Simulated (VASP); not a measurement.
# XPS shifts in LiRu16, part 3 of 3

Which atoms of LiRu16 bind their core electrons more tightly, and does the hole change the order?

VASP 6.6.1, plane waves and PAW; the level of theory is named at each step.

So far. Step 2 (Relaxation): The forces on the free atoms are under 0.05 eV/Å, while the fixed ones keep up to 0.60 eV/Å.

## (4) Core hole, atom Ru2

This step: final-state core hole with the electron kept at the Fermi level, PBE; plane waves and PAW (Ru_pv, Li_sv, Ru_pv) (VASP 6.6.1).

System of this step: LiRu16. The cell holds 17 atoms: 16 Ru and 1 Li. Cell: a = 5.440 Å, b = 5.440 Å, c = 23.070 Å, α = 90.0°, β = 90.0°, γ = 60.0°. It derives from Ru. Adsorbate: added Li, site hcp, coverage in monolayers 0.25, cell 2x2, faces one. Vacuum lies along c.

A core electron of Ru2 (3d) is moved to the Fermi level; this atom comes first in POSCAR as a species of its own.

The input, INCAR:

```
SYSTEM = LiRu16
PREC = Normal
ENCUT = 500
EDIFF = 1E-05
NELM = 120
ISMEAR = 0
SIGMA = 0.1
LREAL = Auto
ALGO = Fast
GGA = PE
NBANDS = 140
LASPH = .TRUE.
LWAVE = .FALSE.
LCHARG = .FALSE.
KPAR = 2
NCORE = 4
ICORELEVEL = 2
CLNT = 1
CLN = 3
CLL = 2
CLZ = 1
ISIF = 0
```

The input, POSCAR:

```
LiRu16
1.0
    5.4400000000      0.0000000000      0.0000000000
    2.7200000000      4.7111781966      0.0000000000
    0.0000000000      0.0000000000     23.0700000000
Ru Li Ru
1 1 15
Direct
    0.9999542894      0.0000415617      0.6020113459
    0.3354050178      0.3332873627      0.6958572995
    0.5034430755      0.9932136836      0.6012033034
    0.9934417900      0.5032910382      0.6012337740
    0.5035088001      0.5034750948      0.6011787166
    0.8336350387      0.3328467275      0.5106793399
    0.3334009771      0.3333181564      0.5114392025
    0.8336158781      0.8335755899      0.5106860000
    0.3328639919      0.8336128180      0.5106735388
    0.0000000000      0.0000000000      0.4178586910
    0.5000000000      0.0000000000      0.4178586910
    0.0000000000      0.5000000000      0.4178586910
    0.5000000000      0.5000000000      0.4178586910
    0.8333333330      0.3333333330      0.3250975290
    0.3333333330      0.3333333330      0.3250975290
    0.8333333330      0.8333333330      0.3250975290
    0.3333333330      0.8333333330      0.3250975290
```

The input, KPOINTS:

```
Automatic mesh
0
Gamma
4 4 1
0 0 0
```

PAW data sets: Ru_pv, Li_sv and Ru_pv (PBE family, release 64).

Launch:

```bash
$ mpirun -np 8 vasp_std
```

Log:

```text
[banner, memory and clock lines left out]
running    8 mpi-ranks, on    1 nodes
 distrk:  each k-point on    4 cores,    2 groups
 distr:  one band on    4 cores,    1 groups

 POSCAR found type information on POSCAR RuLiRu
 POSCAR found :  3 types and      17 ions
 LDA part: xc-table for (Slater+PW92), standard interpolation
 POSCAR, INCAR and KPOINTS ok, starting setup
 FFT: planning ... GRIDC
 FFT: planning ... GRID_SOFT
 FFT: planning ... GRID
 WAVECAR not read
 entering main loop
       N       E                     dE             d eps       ncg     rms          rms(c)
DAV:   1     0.214712618896E+04    0.21471E+04   -0.13952E+05  3472   0.152E+03
DAV:   2    -0.331034464272E+03   -0.24782E+04   -0.23944E+04  2996   0.467E+02
DAV:   3    -0.414203483984E+03   -0.83169E+02   -0.77998E+02  3484   0.825E+01
DAV:   4    -0.418582715753E+03   -0.43792E+01   -0.43233E+01  4168   0.130E+01
DAV:   5    -0.418832607896E+03   -0.24989E+00   -0.24916E+00  4660   0.274E+00    0.786E+01
RMM:   6    -0.469962150013E+03   -0.51130E+02   -0.63934E+01  3026   0.233E+01    0.668E+01
RMM:   7    -0.628174054751E+03   -0.15821E+03   -0.24928E+02  3726   0.300E+01    0.951E+01
RMM:   8    -0.478192383606E+03    0.14998E+03   -0.55913E+01  3234   0.180E+01    0.803E+01
RMM:   9    -0.436646534335E+03    0.41546E+02   -0.37265E+01  3182   0.145E+01    0.670E+01
RMM:  10    -0.424396120126E+03    0.12250E+02   -0.15277E+01  3053   0.990E+00    0.448E+01
RMM:  11    -0.419490956470E+03    0.49052E+01   -0.17044E+01  3064   0.113E+01    0.316E+01
RMM:  12    -0.404230193096E+03    0.15261E+02   -0.10511E+01  3148   0.746E+00    0.227E+01
RMM:  13    -0.401388283035E+03    0.28419E+01   -0.17071E+00  3485   0.235E+00    0.202E+01
RMM:  14    -0.401158415241E+03    0.22987E+00   -0.43988E-01  3951   0.111E+00    0.197E+01
RMM:  15    -0.401058853820E+03    0.99561E-01   -0.90603E-02  4311   0.493E-01    0.189E+01
RMM:  16    -0.400412336450E+03    0.64652E+00   -0.12340E-01  4023   0.690E-01    0.155E+01
RMM:  17    -0.398671213022E+03    0.17411E+01   -0.10234E+00  4613   0.187E+00    0.811E+00
RMM:  18    -0.398489518226E+03    0.18169E+00   -0.91884E-02  4132   0.572E-01    0.675E+00
RMM:  19    -0.398923364493E+03   -0.43385E+00   -0.23198E-01  4429   0.983E-01    0.920E+00
RMM:  20    -0.398040989928E+03    0.88237E+00   -0.88114E-01  4631   0.186E+00    0.308E+00
RMM:  21    -0.398037950668E+03    0.30393E-02   -0.10541E-01  4370   0.637E-01    0.241E+00
RMM:  22    -0.397996577717E+03    0.41373E-01   -0.31244E-02  3820   0.407E-01    0.110E+00
RMM:  23    -0.397991361178E+03    0.52165E-02   -0.21896E-02  3849   0.351E-01    0.942E-01
RMM:  24    -0.397987687295E+03    0.36739E-02   -0.12610E-02  3778   0.270E-01    0.821E-01
RMM:  25    -0.397983794264E+03    0.38930E-02   -0.89987E-03  3802   0.204E-01    0.503E-01
RMM:  26    -0.397983583595E+03    0.21067E-03   -0.67560E-03  3826   0.169E-01    0.362E-01
RMM:  27    -0.397984459799E+03   -0.87620E-03   -0.28434E-03  4048   0.930E-02    0.250E-01
RMM:  28    -0.397984312826E+03    0.14697E-03   -0.23767E-03  3916   0.904E-02    0.127E-01
RMM:  29    -0.397986126978E+03   -0.18142E-02   -0.24045E-03  4090   0.797E-02    0.328E-01
RMM:  30    -0.397985296938E+03    0.83004E-03   -0.23581E-03  4122   0.928E-02    0.106E-01
RMM:  31    -0.397985800597E+03   -0.50366E-03   -0.64292E-04  3502   0.398E-02    0.176E-01
RMM:  32    -0.397986005953E+03   -0.20536E-03   -0.13653E-03  3984   0.663E-02    0.120E-01
RMM:  33    -0.397986144834E+03   -0.13888E-03   -0.32369E-04  3401   0.227E-02    0.112E-01
RMM:  34    -0.397986221896E+03   -0.77061E-04   -0.23232E-04  3163   0.196E-02    0.713E-02
RMM:  35    -0.397986363620E+03   -0.14172E-03   -0.20280E-04  3256   0.167E-02    0.490E-02
RMM:  36    -0.397986672012E+03   -0.30839E-03   -0.20349E-04  3519   0.170E-02    0.538E-02
RMM:  37    -0.397986846499E+03   -0.17449E-03   -0.16331E-04  3202   0.140E-02    0.149E-02
WARNING in EDDRMM: call to ZHEGV failed, returncode =   6  3     50
RMM:  38    -0.397986962208E+03   -0.11571E-03   -0.10169E-04  2183   0.915E-03    0.164E-02
RMM:  39    -0.397987035598E+03   -0.73390E-04   -0.84034E-05  1970   0.647E-03    0.176E-02
RMM:  40    -0.397987055647E+03   -0.20049E-04   -0.58463E-05  1400   0.514E-03    0.139E-02
RMM:  41    -0.397987069383E+03   -0.13736E-04   -0.48504E-05  1430   0.501E-03    0.651E-03
RMM:  42    -0.397987081206E+03   -0.11823E-04   -0.43060E-05  1203   0.464E-03    0.451E-03
RMM:  43    -0.397987091923E+03   -0.10717E-04   -0.35424E-05  1279   0.440E-03    0.217E-03
RMM:  44    -0.397987096304E+03   -0.43811E-05   -0.28562E-05   872   0.381E-03
   1 F= -.39798710E+03 E0= -.39791631E+03  d E =-.141564E+00
```

Run time: 3.1 min. Hardware: 8 MPI ranks of AMD EPYC 7R43, shared host; peak memory 2.1 GiB.

From OUTCAR (step 4):

```text
The static configuration has the point symmetry C_1 .

 Found     10 irreducible k-points:

   NELECT =     228.0000    total number of electrons

 the core state eigenenergies are
   1-  1s -21974.5474  2s  -3192.4987  2p  -2863.7485  3s   -575.7871  3p   -467.5960
       3d   -295.4872  4s    -73.8419
   2-
   3-  1s -21927.5739  2s  -3147.8914  2p  -2818.4296  3s   -549.5727  3p   -441.3449
       3d   -267.3357  4s    -70.2130
   4-  1s -21927.5747  2s  -3147.8921  2p  -2818.4303  3s   -549.5732  3p   -441.3454
       3d   -267.3362  4s    -70.2131
   5-  1s -21927.5730  2s  -3147.8906  2p  -2818.4288  3s   -549.5721  3p   -441.3443
       3d   -267.3351  4s    -70.2128
   6-  1s -21927.9523  2s  -3148.3320  2p  -2818.8647  3s   -550.0140  3p   -441.7862
       3d   -267.7803  4s    -70.6570
   7-  1s -21927.9032  2s  -3148.2842  2p  -2818.8169  3s   -549.9664  3p   -441.7386
       3d   -267.7328  4s    -70.6100
   8-  1s -21927.9524  2s  -3148.3321  2p  -2818.8648  3s   -550.0140  3p   -441.7862
       3d   -267.7804  4s    -70.6570
   9-  1s -21927.9522  2s  -3148.3319  2p  -2818.8647  3s   -550.0139  3p   -441.7861
       3d   -267.7803  4s    -70.6571
  10-  1s -21927.9479  2s  -3148.3258  2p  -2818.8590  3s   -549.9997  3p   -441.7719
       3d   -267.7668  4s    -70.6248
  11-  1s -21928.0100  2s  -3148.3885  2p  -2818.9218  3s   -550.0575  3p   -441.8297
       3d   -267.8251  4s    -70.6716
  12-  1s -21928.0098  2s  -3148.3883  2p  -2818.9216  3s   -550.0573  3p   -441.8295
       3d   -267.8249  4s    -70.6714
  13-  1s -21928.0100  2s  -3148.3886  2p  -2818.9219  3s   -550.0575  3p   -441.8298
       3d   -267.8251  4s    -70.6716
  14-  1s -21927.5984  2s  -3147.9027  2p  -2818.4423  3s   -549.5754  3p   -441.3477
       3d   -267.3385  4s    -70.1943
  15-  1s -21927.5365  2s  -3147.8382  2p  -2818.3779  3s   -549.5144  3p   -441.2866
       3d   -267.2770  4s    -70.1413
  16-  1s -21927.5983  2s  -3147.9026  2p  -2818.4422  3s   -549.5754  3p   -441.3476
       3d   -267.3385  4s    -70.1942
  17-  1s -21927.5984  2s  -3147.9027  2p  -2818.4423  3s   -549.5754  3p   -441.3477
       3d   -267.3385  4s    -70.1943

 E-fermi :   2.4121

 k-point     1 :       0.0000    0.0000    0.0000
  band No.  band energies     occupation
    ...
    101       1.5637      2.00000
    102       1.5639      2.00000
    103       2.0349      2.00000
    104       2.3721      1.42757
    105       2.3722      1.42712
    106       2.5139      0.14980
    107       2.5723      0.02340
    108       2.5728      0.02303
    109       2.5909      0.01144
    110       2.5994      0.00807
    ...

 k-point     2 :       0.2500   -0.0000    0.0000
  band No.  band energies     occupation
    ...
    108       2.0506      2.00000
    109       2.0514      2.00000
    110       2.2824      1.93323
    111       2.3479      1.63590
    112       2.4150      0.96693
    113       2.4747      0.37588
    114       2.7364      0.00000
    115       2.8713      0.00000
    116       2.9277      0.00000
    117       2.9568      0.00000
    ...

 POSITION                                       TOTAL-FORCE (eV/Angst)
 -----------------------------------------------------------------------------------
      5.43986      0.00020     13.88840         0.002292     -0.001647      0.779914
      2.73114      1.57018     16.05343        -0.002859     -0.000372      0.018742
      5.44027      4.67921     13.86976        -0.002547     -0.077207     -0.039015
      6.77327      2.37109     13.87046        -0.068871      0.039162     -0.044358
      4.10854      2.37196     13.86919         0.067075      0.040967     -0.037517
      5.44032      1.56810     11.78137         0.000584      0.015683     -0.220251
      2.72033      1.57032     11.79890         0.002690      0.000408     -0.234307
      6.80220      3.92712     11.78153        -0.013460     -0.009259     -0.219847
      4.07821      3.92730     11.78124         0.013109     -0.008322     -0.221865
      0.00000      0.00000      9.64000         0.000024      0.000080     -0.373827
      2.72000      0.00000      9.64000         0.000934      0.031467     -0.605386
      1.36000      2.35559      9.64000         0.028324     -0.015627     -0.604503
      4.08000      2.35559      9.64000        -0.026346     -0.015457     -0.605347
      5.44000      1.57039      7.50000        -0.000466     -0.016079      0.568728
      2.72000      1.57039      7.50000        -0.000115      0.000118      0.701316
      6.80000      3.92598      7.50000         0.013862      0.008191      0.568386
      4.08000      3.92598      7.50000        -0.014227      0.007894      0.569139
 -----------------------------------------------------------------------------------
    total drift:                                0.003739     -0.000489     -0.037288

  FREE ENERGIE OF THE ION-ELECTRON SYSTEM (eV)
  ---------------------------------------------------
  free  energy   TOTEN  =      -397.9870963043 eV

  energy  without entropy=     -397.8455319111  energy(sigma->0) =     -397.91631411

[... 7 parts as in an earlier step ...]

[... 5 further parts left out ...]
```

This step gave:

```yaml
free_energy_toten: -397.9871 eV
energy_at_zero_smearing: -397.9163 eV
fermi_energy: 2.412 eV
```

This is the reference for holes on Ru.

## (5) Core hole, atom Ru5

The same hole on the next atom.

INCAR is that of step 4.

Changes to POSCAR since step 4:

```diff
@@ -8,7 +8,7 @@
 Direct
+    0.5035088001      0.5034750948      0.6011787166
+    0.3354050178      0.3332873627      0.6958572995
     0.9999542894      0.0000415617      0.6020113459
-    0.3354050178      0.3332873627      0.6958572995
     0.5034430755      0.9932136836      0.6012033034
     0.9934417900      0.5032910382      0.6012337740
-    0.5035088001      0.5034750948      0.6011787166
     0.8336350387      0.3328467275      0.5106793399
```

KPOINTS is that of step 4.

Launch:

```bash
$ mpirun -np 8 vasp_std
```

Log:

```text
[... set-up lines as in an earlier step ...]
 entering main loop
       N       E                     dE             d eps       ncg     rms          rms(c)
DAV:   1     0.214732476567E+04    0.21473E+04   -0.13953E+05  3472   0.152E+03
DAV:   2    -0.331770474216E+03   -0.24791E+04   -0.23946E+04  3000   0.468E+02
DAV:   3    -0.414721878792E+03   -0.82951E+02   -0.77928E+02  3540   0.825E+01
DAV:   4    -0.419005988267E+03   -0.42841E+01   -0.42365E+01  4016   0.128E+01
[...]
RMM:  42    -0.398031441897E+03   -0.11546E-04   -0.36968E-05  1326   0.581E-03    0.313E-03
RMM:  43    -0.398031453666E+03   -0.11769E-04   -0.30844E-05  1363   0.570E-03    0.215E-03
RMM:  44    -0.398031462945E+03   -0.92789E-05   -0.27880E-05  1319   0.549E-03
   1 F= -.39803146E+03 E0= -.39796270E+03  d E =-.137532E+00
```

The job ended after 3 min (8 MPI ranks; peak memory 2 GiB).

From OUTCAR (step 5):

```text
 POSITION                                       TOTAL-FORCE (eV/Angst)
 -----------------------------------------------------------------------------------
      4.10854      2.37196     13.86919        -0.205109     -0.117780      0.889440
      2.73114      1.57018     16.05343         0.081777      0.049153     -0.123479
      5.43986      0.00020     13.88840         0.109676      0.060325     -0.067727
      5.44027      4.67921     13.86976        -0.054487      0.109669     -0.009013
      6.77327      2.37109     13.87046         0.063631     -0.100287     -0.014992
      5.44032      1.56810     11.78137         0.058523     -0.012002     -0.255810
      2.72033      1.57032     11.79890        -0.072210     -0.042906     -0.214320
      6.80220      3.92712     11.78153         0.004427      0.001275     -0.237764
      4.07821      3.92730     11.78124         0.018322      0.055708     -0.257934
      0.00000      0.00000      9.64000         0.022381      0.013117     -0.560918
      2.72000      0.00000      9.64000        -0.023088      0.058431     -0.575343
      1.36000      2.35559      9.64000         0.039690     -0.050024     -0.574772
      4.08000      2.35559      9.64000        -0.034396     -0.020120     -0.402446
      5.44000      1.57039      7.50000         0.013209     -0.047037      0.557186
[...]
-----------------------------------------------------------------------------------
    total drift:                                0.004364     -0.000178     -0.042328

  FREE ENERGIE OF THE ION-ELECTRON SYSTEM (eV)
  ---------------------------------------------------
  free  energy   TOTEN  =      -398.0314629449 eV

  energy  without entropy=     -397.8939311489  energy(sigma->0) =     -397.96269705

[... 2 parts as in an earlier step ...]

[... 1 further part left out ...]
[key lines of the parts left out:]
E-fermi :   2.4135
```

Against the hole on Ru2 the energy differs by -0.05 eV.

## (6) Core hole, atom Ru10

The same hole on the next atom.

INCAR is that of step 5.

Changes to POSCAR since step 5:

```diff
@@ -8,3 +8,3 @@
 Direct
-    0.5035088001      0.5034750948      0.6011787166
+    0.0000000000      0.0000000000      0.4178586910
     0.3354050178      0.3332873627      0.6958572995
@@ -13,2 +13,3 @@
     0.9934417900      0.5032910382      0.6012337740
+    0.5035088001      0.5034750948      0.6011787166
     0.8336350387      0.3328467275      0.5106793399
@@ -17,3 +18,2 @@
     0.3328639919      0.8336128180      0.5106735388
-    0.0000000000      0.0000000000      0.4178586910
     0.5000000000      0.0000000000      0.4178586910
```

KPOINTS is that of step 5.

Launch:

```bash
$ mpirun -np 8 vasp_std
```

Log:

```text
[... set-up lines as in an earlier step ...]
 entering main loop
       N       E                     dE             d eps       ncg     rms          rms(c)
DAV:   1     0.213638821079E+04    0.21364E+04   -0.13968E+05  3504   0.152E+03
DAV:   2    -0.330392171170E+03   -0.24668E+04   -0.23839E+04  2992   0.467E+02
DAV:   3    -0.412950945217E+03   -0.82559E+02   -0.77220E+02  3476   0.821E+01
DAV:   4    -0.417340021791E+03   -0.43891E+01   -0.43334E+01  4232   0.129E+01
[...]
RMM:  37    -0.397491927043E+03   -0.15791E-03   -0.59248E-05  2306   0.990E-03    0.313E-02
RMM:  38    -0.397492034016E+03   -0.10697E-03   -0.46470E-05  2267   0.884E-03    0.206E-02
RMM:  39    -0.397492187492E+03   -0.15348E-03   -0.51285E-05  2288   0.895E-03    0.984E-03
WARNING in EDDRMM: call to ZHEGV failed, returncode =   6  3    114
RMM:  40    -0.397492254777E+03   -0.67285E-04   -0.29632E-05  1836   0.592E-03    0.157E-02
RMM:  41    -0.397492286329E+03   -0.31552E-04   -0.17724E-05  1527   0.449E-03    0.206E-02
RMM:  42    -0.397492308076E+03   -0.21747E-04   -0.11177E-05  1261   0.393E-03    0.134E-02
RMM:  43    -0.397492322796E+03   -0.14720E-04   -0.87846E-06  1430   0.423E-03    0.231E-03
RMM:  44    -0.397492329637E+03   -0.68407E-05   -0.89813E-06   938   0.353E-03
   1 F= -.39749233E+03 E0= -.39742062E+03  d E =-.143426E+00
```

It took 3 min on 8 MPI ranks; peak memory 2.1 GiB.

Parts of OUTCAR (step 6):

```text
 POSITION                                       TOTAL-FORCE (eV/Angst)
 -----------------------------------------------------------------------------------
      0.00000      0.00000      9.64000         0.000228      0.000022     -0.208725
      2.73114      1.57018     16.05343        -0.003217     -0.000344      0.002894
      5.43986      0.00020     13.88840         0.001484     -0.000934      0.040165
      5.44027      4.67921     13.86976        -0.000595     -0.118082     -0.076665
      6.77327      2.37109     13.87046        -0.104981      0.060362     -0.081844
      4.10854      2.37196     13.86919         0.102359      0.059830     -0.075234
      5.44032      1.56810     11.78137         0.000429      0.027392      0.227570
      2.72033      1.57032     11.79890         0.002974      0.000423     -0.071208
      6.80220      3.92712     11.78153        -0.023502     -0.014925      0.227666
      4.07821      3.92730     11.78124         0.023332     -0.014290      0.226017
      2.72000      0.00000      9.64000         0.000972      0.046062     -0.631834
      1.36000      2.35559      9.64000         0.040816     -0.022774     -0.631161
      4.08000      2.35559      9.64000        -0.039197     -0.022863     -0.631509
      5.44000      1.57039      7.50000        -0.000196      0.174592      0.292829
[...]
-----------------------------------------------------------------------------------
    total drift:                                0.003820     -0.000494     -0.037762

  FREE ENERGIE OF THE ION-ELECTRON SYSTEM (eV)
  ---------------------------------------------------
  free  energy   TOTEN  =      -397.4923296367 eV

  energy  without entropy=     -397.3489036820  energy(sigma->0) =     -397.42061666

[... 2 parts as in an earlier step ...]

[... 1 further part left out ...]
[key lines of the parts left out:]
E-fermi :   2.3985
```

Against the hole on Ru2 the energy differs by +0.50 eV.

## (7) Summary

This step: core-level shifts, PBE; plane waves and PAW (VASP 6.6.1).

No new run; the numbers come from the runs before.

A positive shift is a higher binding energy. Cost is wall time times ranks on a shared host. Core-level shifts:

| atom | region | shell | Kohn-Sham level below the Fermi level (eV) | initial-state shift (eV) | final-state shift (eV) | shifts are from | cost (core minutes) |
| --- | --- | --- | --- | --- | --- | --- | --- |
| Ru2 | layer 1 | 3d | 269.8 | 0 | 0 | Ru2 | 24.67 |
| Ru5 | layer 1 | 3d | 269.8 | -0.0643 | -0.04638 | Ru2 | 23.87 |
| Ru10 | layer 3 | 3d | 270.2 | 0.3934 | 0.4957 | Ru2 | 24.4 |

## (8) Summary of results

```json
{
  "Ru5 3d (layer 1), from Ru2": "initial state -0.06 eV, final state -0.05 eV",
  "Ru10 3d (layer 3), from Ru2": "initial state +0.39 eV, final state +0.50 eV"
}
```

What this shows: Against Ru2, Ru5 is shifted by -0.06 eV in the initial state and by -0.05 eV with the hole; against Ru2, Ru10 is shifted by +0.39 eV in the initial state and by +0.50 eV with the hole (energies extrapolated to zero smearing). Only these atoms were given a hole, so other sites aren't ranked. The difference of the two pictures holds the screening of the hole, but also the cell's limits: holes repeat 5.4 Å apart, and the electron from the core stays in the cell, where it moves the Fermi energy by -0.04 to -0.03 eV; that is about as much as the final-state shift of Ru5, or more, so there size and sign aren't settled. Cell size, mesh and smearing weren't varied between the hole runs, and no dipole correction was applied to the slab. The other core electrons are frozen, spin-orbit splitting and multiplets are absent, and only shifts between atoms of one element are meaningful.

[Lines on the potential files, build, host, timing and source positions are cut from VASP's logs without a mark.]

[Logs are printed without paths, hosts, clocks, repeated set-up lines and the standing remarks that a program may print on its own settings, such as how far it seeks lower states.]

[Hosts, paths, dates, database ids (printed as entryN), source tags and the programs' standing remarks are cut or masked in the printed files.]
